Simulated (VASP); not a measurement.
```xyz
8
Lattice="5.6873 0.0000 0.0000 0.0000 5.6873 0.0000 0.0000 0.0000 5.6873" Properties=species:S:1:pos:R:3 pbc="T T T"
Al     5.6106     5.6106     5.6106
Al     2.9203     2.9203     5.6106
Al     2.9203     5.6106     2.9203
Al     5.6106     2.9203     2.9203
Sb     1.4218     1.4218     1.4218
P      4.2655     4.2655     1.4218
P      4.2655     1.4218     4.2655
P      1.4218     4.2655     4.2655
```

Level of theory: PBE GGA, VASP's PBE PAW potentials (set 64) (plane waves; VASP). Settings: 400 eV cut-off, Gaussian smearing of 0.050 eV, potentials Al Sb P.

Unless said otherwise, spin-orbit coupling is left out, though it shifts the bands of the heavy elements here.

Question: What does the run give for the band gap (along the path) with the smallest direct gap where there is one?

Answer: 
| Quantity | Value |
|---|---|
| band gap (along the path) | 0.56 eV |
| smallest direct gap (along the path) | 0.56 eV |

Total energies compare only between runs with the same potentials, cut-off and functional.

The structure was generated: Al4P3Sb was put into an ordered model structure (P-43m), which need not be its known phase. It was relaxed first.
